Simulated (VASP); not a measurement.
Set up this calculation in VASP 6.6.1, as the native input.

| Quantity | Value |
| --- | --- |
| Task | single point |
| Functional | PBE |
| Potentials or basis | VASP PAW PBE potentials, release 64 (B, Te, Ru_pv) |
| Cutoff | 520 eV |
| k mesh | 6 × 6 × 6 |
| Occupations | fermi-dirac, width 0.05 eV |
| Spin | no spin polarisation |
| Further INCAR settings | ALGO = Normal; EDIFF = 1e-07; NBANDS = 24 |

The structure of B2Te2Ru lies in POSCAR:

```
B2Te2Ru
1.0
    2.5562232700      1.4758362000      4.5832531900
   -2.5562232700      1.4758362000      4.5832531900
    0.0000000000     -2.9516723900      4.5832531900
B Te Ru
2 2 1
Direct
    0.3558534000      0.3558534000      0.3558534000
    0.6441466000      0.6441466000      0.6441466000
    0.1629097600      0.1629097600      0.1629097600
    0.8370902400      0.8370902400      0.8370902400
    0.0000000000      0.0000000000      0.0000000000
```

The cell was built by a generator and needn't be a form met in nature.

These files were run (other wordings do the same):

INCAR

```
  PREC = Accurate
  ENCUT = 520
  EDIFF = 1E-7
  ISMEAR = -1
  SIGMA = 0.05
  LREAL = F
  LASPH = T
  NELM = 60
  ALGO = Normal
  ISIF = 2
  LWAVE = F
  LCHARG = F
  GGA = PE
  NBANDS = 24
```

KPOINTS

```
regular mesh
0
Gamma
  6 6 6
```

Potentials or basis: VASP PAW PBE potentials, release 64 (B, Te, Ru_pv).

Run with:

```bash
$ cat potpaw_PBE.64/B/POTCAR potpaw_PBE.64/Te/POTCAR potpaw_PBE.64/Ru_pv/POTCAR > POTCAR
$ mpirun -np 1 vasp_std > vasp.out
```

It gave:

The pressure is 7.8 GPa. The largest force is 5.579 eV/Å and the band gap on the k mesh is none (metal or under the smearing width).

Caveat: forces of over 1 eV/Å show positions far from the minimum, so gaps and moduli don't describe the material at rest.

Run time: 81 s on 1 thread of Intel(R) Xeon(R) Platinum 8488C (Sapphire Rapids), with other jobs on the host, peak memory 0.3 GiB.
